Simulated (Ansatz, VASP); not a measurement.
# PH4Cl: VASP beside Ansatz, part 2 of 2

Wanted: the spread between two codes on one cell, functional and k mesh. The cell is taken from a series of runs on this material, whose earlier steps may have relaxed, scaled, displaced or heated it; both programs get it as it stands.

VASP 6.6.1 and Ansatz 0.2.0.

So far: The structure; Ansatz: dielectric response, PBE.

The structure was built from a prototype and need not be the compound's stable phase.

**3. VASP: dielectric response, PBE**

Level of this step: PBE; plane waves and PAW (Cl, P, H) (VASP).

The same cell, functional and mesh now go to VASP, with its own data sets.

Lines of VASP's logs that name or quote its potential files are left out, and so is its time.

Contents of INCAR:

```
SYSTEM = PH4Cl
PREC = Accurate
ENCUT = 400
EDIFF = 1E-08
NELM = 120
ISMEAR = 0
SIGMA = 0.01
LREAL = .FALSE.
ALGO = Normal
GGA = PE
NBANDS = 14
LORBIT = 11
LWAVE = .FALSE.
LCHARG = .FALSE.
ISIF = 2
LEPSILON = .TRUE.
LASPH = .TRUE.
GGA_COMPAT = .FALSE.
EFERMI = MIDGAP
KPAR = 2
```

Contents of POSCAR:

```
PH4Cl
1.0
    4.3009083819      0.0000000000      0.0000000000
    0.0000000000      4.3009083819      0.0000000000
    0.0000000000      0.0000000000      4.3009083819
Cl P H
1 1 4
Direct
    0.5000000000      0.5000000000      0.5000000000
    0.0000000000      0.0000000000      0.0000000000
    0.8080874739      0.1919125261      0.8080874739
    0.8080874739      0.8080874739      0.1919125261
    0.1919125261      0.8080874739      0.8080874739
    0.1919125261      0.1919125261      0.1919125261
```

Contents of KPOINTS:

```
Automatic mesh
0
Gamma
5 5 5
0 0 0
```

The projector-augmented-wave data sets are Cl, P and H (PBE family, release 64).

On the command line:

```console
$ mpirun -np 2 vasp_std
```

Numbers of over 12 decimals in the logs are rounded to 6 here.

Output:

```text
[banner, memory and clock lines left out]
running    2 mpi-ranks, on    1 nodes
 distrk:  each k-point on    1 cores,    2 groups
 distr:  one band on    1 cores,    1 groups

 POSCAR found type information on POSCAR ClP H
 POSCAR found :  3 types and       6 ions
 LDA part: xc-table for (Slater+PW92), standard interpolation
 POSCAR, INCAR and KPOINTS ok, starting setup
 FFT: planning ... GRIDC
 FFT: planning ... GRID_SOFT
 FFT: planning ... GRID
 WAVECAR not read
 entering main loop
       N       E                     dE             d eps       ncg     rms          rms(c)
DAV:   1     0.496670057386E+02    0.49667E+02   -0.54050E+03   280   0.747E+02
DAV:   2    -0.183652710831E+02   -0.68032E+02   -0.62910E+02   442   0.147E+02
DAV:   3    -0.227430298106E+02   -0.43778E+01   -0.43556E+01   334   0.390E+01
DAV:   4    -0.227890947887E+02   -0.46065E-01   -0.46055E-01   346   0.492E+00
DAV:   5    -0.227899806480E+02   -0.88586E-03   -0.88584E-03   358   0.673E-01    0.829E+00
DAV:   6    -0.221899187032E+02    0.60006E+00   -0.63023E-01   352   0.448E+00    0.492E+00
DAV:   7    -0.220556725198E+02    0.13425E+00   -0.27660E-01   334   0.313E+00    0.149E+00
DAV:   8    -0.220543779147E+02    0.12946E-02   -0.24413E-02   334   0.128E+00    0.152E-01
DAV:   9    -0.220555291618E+02   -0.11512E-02   -0.43873E-03   310   0.483E-01    0.950E-02
DAV:  10    -0.220558790264E+02   -0.34986E-03   -0.43293E-04   340   0.151E-01    0.355E-02
DAV:  11    -0.220559589360E+02   -0.79910E-04   -0.66419E-05   316   0.679E-02    0.190E-02
DAV:  12    -0.220559601390E+02   -0.12030E-05   -0.83140E-06   352   0.187E-02    0.601E-03
DAV:  13    -0.220559613109E+02   -0.11719E-05   -0.14023E-06   298   0.817E-03    0.420E-03
DAV:  14    -0.220559612620E+02    0.48865E-07   -0.10458E-07   346   0.222E-03    0.194E-03
DAV:  15    -0.220559611986E+02    0.63419E-07   -0.40642E-08   316   0.134E-03    0.526E-04
DAV:  16    -0.220559611783E+02    0.20241E-07   -0.27733E-09   140   0.355E-04    0.176E-04
DAV:  17    -0.220559611692E+02    0.91155E-08   -0.16005E-09   140   0.265E-04
   1 F= -.22055961E+02 E0= -.22055961E+02  d E =0.000000E+00
 Linear response reoptimize wavefunctions to high precision
DAV:   1    -0.220559611729E+02   -0.37321E-08   -0.20940E-10   206   0.114E-04
DAV:   2    -0.220559611729E+02    0.10232E-10   -0.26051E-11   140   0.362E-05
 Linear response G [H, r] |phi>, progress :
  Direction:   1
       N       E                     dE             d eps       ncg     rms
RMM:   1    -0.549316347290E+02   -0.54932E+02    0.10966E+02   634   0.691E+01
RMM:   2    -0.536396346499E+02    0.12920E+01   -0.42801E+00   470   0.151E+01
RMM:   3    -0.537006243752E+02   -0.60990E-01   -0.91854E-02   480   0.202E+00
RMM:   4    -0.537019842223E+02   -0.13598E-02   -0.35457E-03   513   0.372E-01
RMM:   5    -0.537020711760E+02   -0.86954E-04   -0.13501E-04   511   0.679E-02
RMM:   6    -0.537020749631E+02   -0.37871E-05   -0.23046E-07   539   0.141E-02
RMM:   7    -0.537020757324E+02   -0.76934E-06    0.11627E-06   527   0.290E-03
RMM:   8    -0.537020758536E+02   -0.12113E-06    0.15606E-07   548   0.651E-04
RMM:   9    -0.537020757807E+02    0.72843E-07   -0.23931E-06   412   0.175E-04
RMM:  10    -0.537020758244E+02   -0.43699E-07   -0.59629E-06   359   0.940E-05
RMM:  11    -0.537020758245E+02   -0.40473E-10   -0.65168E-06   344   0.794E-05
RMM:  12    -0.537020758245E+02    0.13443E-10   -0.67512E-06   313   0.784E-05
RMM:  13    -0.537020758246E+02   -0.12406E-09   -0.68198E-06   263   0.785E-05
RMM:  14    -0.537020758247E+02   -0.85272E-10   -0.67588E-06   213   0.785E-05
 Linear response G [H, r] |phi>, progress :
  Direction:   2
       N       E                     dE             d eps       ncg     rms
RMM:   1    -0.596612155372E+02   -0.59661E+02    0.72979E+01   641   0.696E+01
RMM:   2    -0.574986013777E+02    0.21626E+01   -0.42766E+00   468   0.157E+01
RMM:   3    -0.575813361094E+02   -0.82735E-01   -0.80823E-02   473   0.209E+00
RMM:   4    -0.575841898416E+02   -0.28537E-02   -0.33362E-03   526   0.410E-01
RMM:   5    -0.575843849208E+02   -0.19508E-03   -0.99634E-05   519   0.722E-02
RMM:   6    -0.575843912174E+02   -0.62965E-05    0.17293E-05   547   0.141E-02
RMM:   7    -0.575843933751E+02   -0.21577E-05    0.36020E-06   544   0.280E-03
RMM:   8    -0.575843936482E+02   -0.27312E-06    0.89342E-07   565   0.611E-04
RMM:   9    -0.575843936519E+02   -0.36387E-08   -0.51788E-06   427   0.160E-04
RMM:  10    -0.575843937285E+02   -0.76637E-07   -0.26965E-06   368   0.893E-05
RMM:  11    -0.575843937286E+02   -0.95682E-10   -0.34749E-06   343   0.778E-05
RMM:  12    -0.575843937286E+02   -0.35271E-10   -0.36195E-06   323   0.778E-05
RMM:  13    -0.575843937287E+02   -0.35151E-10   -0.37682E-06   282   0.779E-05
RMM:  14    -0.575843937287E+02   -0.57646E-10   -0.35212E-06   223   0.779E-05
 Linear response G [H, r] |phi>, progress :
  Direction:   3
       N       E                     dE             d eps       ncg     rms
RMM:   1    -0.653728029366E+02   -0.65373E+02    0.26492E+01   639   0.697E+01
RMM:   2    -0.631954703949E+02    0.21773E+01   -0.42427E+00   467   0.157E+01
RMM:   3    -0.632722299869E+02   -0.76760E-01   -0.74134E-02   465   0.202E+00
RMM:   4    -0.632751860287E+02   -0.29560E-02   -0.34580E-03   522   0.405E-01
[...]
RMM:   5    -0.480324472596E+00   -0.16863E-06   -0.19839E-07   480   0.283E-03
RMM:   6    -0.480324476589E+00   -0.39930E-08   -0.11308E-09   463   0.513E-04
 change of polarisation eV/A/(eV/A) component  1 :     0.961    -0.124     0.063
 dielectric tensor                  component  1 :     3.185    -0.282     0.143
 Linear response to external field (no local field effect), progress :
  Direction:   2
       N       E                     dE             d eps       ncg     rms          rms(c)
RMM:   1    -0.526615247140E+00   -0.52662E+00   -0.17528E+00   589   0.395E+00
RMM:   2    -0.547430153238E+00   -0.20815E-01   -0.14133E-02   467   0.741E-01
RMM:   3    -0.547717798045E+00   -0.28764E-03   -0.30715E-04   469   0.100E-01
RMM:   4    -0.547723564868E+00   -0.57668E-05   -0.10636E-05   480   0.182E-02
RMM:   5    -0.547723766734E+00   -0.20187E-06   -0.30342E-07   471   0.294E-03
RMM:   6    -0.547723769305E+00   -0.25709E-08   -0.16754E-08   459   0.546E-04
 change of polarisation eV/A/(eV/A) component  2 :    -0.124     1.095     0.189
 dielectric tensor                  component  2 :    -0.282     3.492     0.429
 Linear response to external field (no local field effect), progress :
  Direction:   3
       N       E                     dE             d eps       ncg     rms          rms(c)
RMM:   1    -0.681802366842E+00   -0.68180E+00   -0.24438E+00   587   0.424E+00
RMM:   2    -0.708555443192E+00   -0.26753E-01   -0.18210E-02   470   0.801E-01
RMM:   3    -0.708969253108E+00   -0.41381E-03   -0.40898E-04   462   0.106E-01
RMM:   4    -0.708977859900E+00   -0.86068E-05   -0.15290E-05   466   0.202E-02
RMM:   5    -0.708978181229E+00   -0.32133E-06   -0.42381E-07   470   0.319E-03
RMM:   6    -0.708978185035E+00   -0.38060E-08   -0.28035E-08   452   0.603E-04
 change of polarisation eV/A/(eV/A) component  3 :     0.063     0.188     1.418
 dielectric tensor                  component  3 :     0.142     0.429     4.225
 Linear response to external field, progress :
  Direction:   1
       N       E                     dE             d eps       ncg     rms          rms(c)
RMM:   1    -0.556397523966E+00   -0.55640E+00   -0.19087E+00  1584   0.400E+00
RMM:   2    -0.578679050364E+00   -0.22282E-01   -0.15134E-02  1266   0.756E-01    0.161E+00
RMM:   3    -0.534208436972E+00    0.44471E-01   -0.63786E-02  1218   0.119E+00    0.815E-01
RMM:   4    -0.554880009894E+00   -0.20672E-01   -0.33325E-02  1240   0.982E-01    0.231E-01
RMM:   5    -0.574609185765E+00   -0.19729E-01   -0.15882E-03  1220   0.289E-01    0.306E-02
RMM:   6    -0.575859632200E+00   -0.12504E-02   -0.10348E-04  1327   0.545E-02    0.165E-02
RMM:   7    -0.577034083256E+00   -0.11745E-02   -0.10631E-04  1217   0.250E-02    0.537E-03
RMM:   8    -0.577202371773E+00   -0.16829E-03   -0.29135E-05  1261   0.101E-02    0.344E-03
RMM:   9    -0.577258988599E+00   -0.56617E-04   -0.26979E-07  1286   0.558E-03    0.313E-04
RMM:  10    -0.577271736739E+00   -0.12748E-04    0.32714E-07  1320   0.198E-03    0.398E-04
RMM:  11    -0.577268941950E+00    0.27948E-05   -0.83321E-07  1291   0.447E-04    0.180E-04
RMM:  12    -0.577265645589E+00    0.32964E-05   -0.39029E-07  1225   0.337E-04    0.250E-05
RMM:  13    -0.577265897632E+00   -0.25204E-06    0.15620E-06   913   0.883E-05    0.966E-06
 change of polarisation eV/A/(eV/A) component  1 :     1.036    -0.047    -0.016
 dielectric tensor                  component  1 :     3.357    -0.107    -0.035
 Linear response to external field, progress :
  Direction:   2
       N       E                     dE             d eps       ncg     rms          rms(c)
RMM:   1    -0.556396576953E+00   -0.55640E+00   -0.19086E+00  1584   0.400E+00
RMM:   2    -0.578679314493E+00   -0.22283E-01   -0.15143E-02  1266   0.756E-01    0.161E+00
RMM:   3    -0.534401865713E+00    0.44277E-01   -0.65736E-02  1218   0.119E+00    0.815E-01
RMM:   4    -0.555425427110E+00   -0.21024E-01   -0.38791E-02  1240   0.982E-01    0.231E-01
RMM:   5    -0.574608619629E+00   -0.19183E-01   -0.16272E-03  1220   0.289E-01    0.306E-02
RMM:   6    -0.575855906308E+00   -0.12473E-02   -0.92017E-05  1323   0.545E-02    0.165E-02
RMM:   7    -0.577022342992E+00   -0.11664E-02   -0.15019E-05  1219   0.250E-02    0.538E-03
RMM:   8    -0.577197078890E+00   -0.17474E-03   -0.20938E-06  1263   0.101E-02    0.345E-03
RMM:   9    -0.577256512683E+00   -0.59434E-04   -0.99763E-07  1286   0.558E-03    0.313E-04
RMM:  10    -0.577269191117E+00   -0.12678E-04   -0.11829E-07  1325   0.198E-03    0.396E-04
RMM:  11    -0.577266268467E+00    0.29227E-05   -0.44242E-09  1289   0.446E-04    0.178E-04
RMM:  12    -0.577263006412E+00    0.32621E-05    0.70485E-08  1226   0.332E-04    0.244E-05
RMM:  13    -0.577263348307E+00   -0.34190E-06    0.57651E-07   903   0.875E-05    0.960E-06
 change of polarisation eV/A/(eV/A) component  2 :    -0.066     1.036     0.127
 dielectric tensor                  component  2 :    -0.150     3.357     0.288
 Linear response to external field, progress :
  Direction:   3
       N       E                     dE             d eps       ncg     rms          rms(c)
RMM:   1    -0.556293710357E+00   -0.55629E+00   -0.19076E+00  1580   0.400E+00
RMM:   2    -0.578681509732E+00   -0.22388E-01   -0.15035E-02  1263   0.755E-01    0.161E+00
RMM:   3    -0.534413722068E+00    0.44268E-01   -0.65813E-02  1220   0.119E+00    0.815E-01
RMM:   4    -0.555450255668E+00   -0.21037E-01   -0.39047E-02  1239   0.982E-01    0.231E-01
RMM:   5    -0.574626901951E+00   -0.19177E-01   -0.16486E-03  1214   0.289E-01    0.305E-02
RMM:   6    -0.575853685704E+00   -0.12268E-02   -0.96028E-05  1315   0.545E-02    0.164E-02
RMM:   7    -0.577022333682E+00   -0.11686E-02   -0.14688E-05  1216   0.251E-02    0.535E-03
RMM:   8    -0.577197123282E+00   -0.17479E-03   -0.32183E-06  1265   0.101E-02    0.346E-03
RMM:   9    -0.577256587727E+00   -0.59464E-04   -0.12793E-06  1276   0.560E-03    0.312E-04
RMM:  10    -0.577269229061E+00   -0.12641E-04   -0.12333E-07  1315   0.199E-03    0.401E-04
RMM:  11    -0.577266274210E+00    0.29549E-05    0.77583E-08  1300   0.452E-04    0.180E-04
RMM:  12    -0.577263011144E+00    0.32631E-05    0.26236E-07  1222   0.335E-04    0.236E-05
RMM:  13    -0.577263343039E+00   -0.33190E-06    0.61844E-07   888   0.887E-05    0.976E-06
 change of polarisation eV/A/(eV/A) component  3 :    -0.036     0.015     1.036
 dielectric tensor                  component  3 :    -0.082     0.034     3.357
 Born effective charges drift removed
```

From OUTCAR (step 3):

```text
ion  position               nearest neighbor table
   1  0.500  0.500  0.500-
   2  0.000  0.000  0.000-   3 1.43   4 1.43   5 1.43   6 1.43
   3  0.808  0.192  0.808-   2 1.43
   4  0.808  0.808  0.192-   2 1.43
   5  0.192  0.808  0.808-   2 1.43
   6  0.192  0.192  0.192-   2 1.43

  LATTYP: Found a simple cubic cell.
 ALAT       =     4.3009083819

 Subroutine GETGRP returns: Found 24 space group operations
 (whereof 24 operations were pure point group operations)

The static configuration has the point symmetry T_d .

 Found     10 irreducible k-points:

   k-points           NKPTS =     10   k-points in BZ     NKDIM =     10   number of bands    NBANDS=     14

   dimension x,y,z NGX =    28 NGY =   28 NGZ =   28
   dimension x,y,z NGXF=    56 NGYF=   56 NGZF=   56

   ENCUT  =  400.0 eV  29.40 Ry    5.42 a.u.   7.01  7.01  7.01*2*pi/ulx,y,z

   NELECT =      16.0000    total number of electrons

 k-points in reciprocal lattice and weights: Automatic mesh
   0.00000000  0.00000000  0.00000000       0.008
   0.20000000  0.00000000  0.00000000       0.048
   0.40000000  0.00000000  0.00000000       0.048
   0.20000000  0.20000000  0.00000000       0.096
   0.40000000  0.20000000  0.00000000       0.192
   0.40000000  0.40000000  0.00000000       0.096
   0.20000000  0.20000000  0.20000000       0.064
   0.40000000  0.20000000  0.20000000       0.192
   0.40000000  0.40000000  0.20000000       0.192
   0.40000000  0.40000000  0.40000000       0.064

 average (electrostatic) potential at core
       1 -93.4326       2 -88.7069       3 -37.2668       4 -37.2668       5 -37.2668
       6 -37.2668

  Total       -0.2601751     -0.2601751     -0.2601751     -0.0000000      0.0000000      0.0000000
  in kB       -5.2395710     -5.2395710     -5.2395710     -0.0000000      0.0000000      0.0000000
  external PRESSURE =      -5.2395710 kB  Pullay stress =       0.0000000 kB

  energy-cutoff  :      400.00
  volume of cell :       79.56
      direct lattice vectors                 reciprocal lattice vectors
     4.300908382  0.000000000  0.000000000     0.232509022  0.000000000  0.000000000
     0.000000000  4.300908382  0.000000000     0.000000000  0.232509022  0.000000000
     0.000000000  0.000000000  4.300908382     0.000000000  0.000000000  0.232509022

 POSITION                                       TOTAL-FORCE (eV/Angst)
 -----------------------------------------------------------------------------------
      2.15045      2.15045      2.15045         0.000000      0.000000     -0.000000
      0.00000      0.00000      0.00000         0.000000      0.000000      0.000000
      3.47551      0.82540      3.47551         0.005144     -0.005144      0.005144
      3.47551      3.47551      0.82540         0.005144      0.005144     -0.005144
      0.82540      3.47551      3.47551        -0.005144      0.005144      0.005144
      0.82540      0.82540      0.82540        -0.005144     -0.005144     -0.005144
 -----------------------------------------------------------------------------------
    total drift:                                0.000000      0.000000      0.000000

 MACROSCOPIC STATIC DIELECTRIC TENSOR (including local field effects in DFT)
 ------------------------------------------------------
           3.357424     0.000000     0.000000
           0.000000     3.357424     0.000000
          -0.000000    -0.000000     3.357424
 ------------------------------------------------------

 PIEZOELECTRIC TENSOR (including local field effects)  for field in x, y, z        (C/m^2)
          XX          YY          ZZ          XY          YZ          ZX
  --------------------------------------------------------------------------------
  x    -0.00000    -0.00000    -0.00000     0.00000     0.03309     0.00000
  y     0.00000    -0.00000     0.00000     0.00000    -0.00000     0.03309
  z     0.00000     0.00000    -0.00000     0.03309     0.00000    -0.00000

 BORN EFFECTIVE CHARGES (including local field effects) (in |e|, cummulative output)
 ---------------------------------------------------------------------------------
 ion    1
    1    -1.64594     0.00000    -0.00000
    2     0.00000    -1.64594     0.00000
    3     0.00000     0.00000    -1.64594
 ion    2
    1     0.62001    -0.00000    -0.00000
    2     0.00000     0.62001    -0.00000
    3     0.00000     0.00000     0.62001
 ion    3
    1     0.25648    -0.43152     0.43152
    2    -0.43152     0.25648    -0.43152
    3     0.43152    -0.43152     0.25648
 ion    4
    1     0.25648     0.43152    -0.43152
    2     0.43152     0.25648    -0.43152
    3    -0.43152    -0.43152     0.25648
 ion    5
    1     0.25648    -0.43152    -0.43152
    2    -0.43152     0.25648     0.43152
    3    -0.43152     0.43152     0.25648
 ion    6
    1     0.25648     0.43152     0.43152
    2     0.43152     0.25648     0.43152
    3     0.43152     0.43152     0.25648
```

**4. Comparison**

Known differences besides the potentials themselves: fixed occupations in Ansatz, narrow Gaussian smearing in VASP; VASP's response is taken on the typed mesh, Ansatz refines its own for the field response alone; the cutoff is 420 eV in Ansatz and 400 eV in VASP. Total energies have different zeros and are not compared.

Compared:

```
quantity  Ansatz  VASP  difference
   ε∞ xx    3.35  3.36     -0.25 %
   ε∞ yy    3.35  3.36     -0.25 %
   ε∞ zz    3.35  3.36     -0.25 %
```

**5. Summary of results**

```
difference in ε∞ xx (dielectric response, PBE) : -0.25 %
```

The difference in ε∞ xx is -0.25 % (dielectric response, PBE), within the 5 % picked in this series as the mark of a large difference. 1 further run of this series is not shown here. How closely two codes agree says nothing of how well the functional describes the real material.

[Lines on the potential files, build, host, timing and source positions are cut from VASP's logs without a mark.]

[Logs are printed without paths, hosts, clocks, repeated set-up lines and the standing remarks that a program may print on its own settings, such as how far it seeks lower states.]

[Hosts, paths, dates, database ids (printed as entryN), source tags and the programs' standing remarks are cut or masked in the printed files.]
